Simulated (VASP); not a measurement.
All values below come from vdW-DF-cx, VASP's PBE PAW potentials (set 64) (plane waves; VASP 6.6.1).

The input files of a VASP run:

KPOINTS:
```
Automatic mesh
0
Gamma
7 7 7
0 0 0
```

POSCAR:
```
Pt3Ti
1
    3.8984325560     0.0000000000    -0.0000000000
    0.0000000000     3.8984325560     0.0000000000
    0.0000000000     0.0000000000     3.8984325560
Ti Pt
1 3
Direct
  0.0000000000   0.0000000000   0.0000000000
  0.0000000000   0.5000000000   0.5000000000
  0.5000000000   0.0000000000   0.5000000000
  0.5000000000   0.5000000000   0.0000000000
```

**INCAR**
```
AGGAC  =  0.0
ALGO  =  Normal
EDIFF  =  1E-6
EDIFFG  =  -0.02
ENCUT  =  520
GGA  =  CX
IBRION  =  2
ISIF  =  3
ISMEAR  =  1
LASPH  =  T
LCHARG  =  F
LMAXMIX  =  6
LREAL  =  F
LUSE_VDW  =  T
LWAVE  =  F
NELM  =  100
NSW  =  60
PREC  =  Accurate
SIGMA  =  0.1
SYSTEM  =  Pt3Ti
```

POTCAR, in this order: Ti_sv Pt (PBE.64 set). Program: vasp_std.

### Question
What will the output report for the number of irreducible k-points (NKPTS), largest plane-wave count, number of space-group operations, FFT grid (NGX, NGY, NGZ)?

### Answer

```yaml
number of irreducible k-points (NKPTS): 20
largest_plane_wave_count: 1608
number_of_space_group_operations: 48
FFT grid (NGX, NGY, NGZ): 30 × 30 × 30
```

The compound is Pt3Ti in the L1_2 structure. This run relaxes it. Symmetry was kept, so distortions that lower it aren't found. The start is the result of an earlier pass.
